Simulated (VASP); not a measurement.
```xyz
2
Lattice="1.3566 -2.3497 0.0000 1.3566 2.3497 0.0000 0.0000 0.0000 5.0490" Properties=species:S:1:pos:R:3 pbc="T T T"
Zn     1.3566     0.7832     1.2623
Zn     1.3566    -0.7832     3.7868
```

These are PBE GGA, VASP's PBE PAW potentials (set 64) (plane waves; VASP 6.6.1) values and carry that method's errors. Settings: 400 eV cut-off, 14×14×7 Γ-centred mesh, first-order Methfessel-Paxton smearing of 0.30 eV, potentials Zn.

Give the stress tensor in GPa (positive for a compressed cell).

```
-4.37   0.00   0.00
 0.00  -4.37   0.00
 0.00   0.00  -3.51
```
The pressure is its mean diagonal, -4.08 GPa.

The compound is Zn in the hcp structure. The cell was not relaxed at this level. The run is one of a series of settings (SIGMA = 0.3 against the base run), some of them coarse on purpose.
